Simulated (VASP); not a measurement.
VASP ran on this input.

File KPOINTS:
```
Automatic mesh
0
Gamma
4 4 4
0 0 0
```

INCAR:
```
! general
SYSTEM   =  NaI
PREC     =  Accurate
ENCUT    =  300
LREAL    =  .FALSE.
LASPH    =  .TRUE.

! electronic loop
EDIFF    =  1E-6
NELM     =  100
ALGO     =  Normal
LMAXMIX  =  4

! smearing
ISMEAR   =  -1
SIGMA    =  0.02

! functional
GGA      =  PE

! ions
ISIF     =  2

! output
LWAVE    =  .FALSE.
LCHARG   =  .FALSE.
```

### POSCAR
```
NaI
1
    0.0000000000     3.2186550000     3.2186550000
    3.2186550000     0.0000000000     3.2186550000
    3.2186550000     3.2186550000     0.0000000000
Na I
1 1
Direct
  0.0037980000  -0.0012100000  -0.0047640000
  0.4962020000   0.5012100000   0.5047640000
```

POTCAR, in this order: Na_pv I (PBE.64 set). Program: vasp_std.

**Question.** Translate this PBE calculation to Ansatz.

**Answer.** One equivalent input (not run):
Ansatz 0.2 input:
```yaml
crystal:
  lattice:
    - [0.0000000, 3.2186550, 3.2186550]
    - [3.2186550, 0.0000000, 3.2186550]
    - [3.2186550, 3.2186550, 0.0000000]
  atoms:
    - { symbol: Na, position: [0.0037980, -0.0012100, -0.0047640] }
    - { symbol: I, position: [0.4962020, 0.5012100, 0.5047640] }
kpoints:
  mp_grid: { grid: [4, 4, 4] }
hamiltonian:
  xc: pbe
  pseudopotentials: { kind: paw }
scf:
  occupations: { method: fermi_dirac, width: 0.02 }
  max_iter: 100
output: { forces: true, stress: true, eigenvalues: true }
```
What does not carry over: each code has its own PAW files, so the cut-off isn't converted (ENCUT is set for VASP's; basis.ecutwfc is left out, and Ansatz then takes the one that its files recommend); Ansatz stops its SCF on the density residual and VASP on the energy change (EDIFF).

The structure comes from a computed database's NaI entry; how it stands against other phases isn't given here. The cell was not relaxed at this level, atoms are displaced from their ideal sites. The k-mesh is coarse (spacing up to 0.42 per Å, 2π included), so the numbers may not be converged in it. The run is one of a series of settings (KPOINTS 4×4×4 Γ-centred mesh against the base run), some of them coarse on purpose.
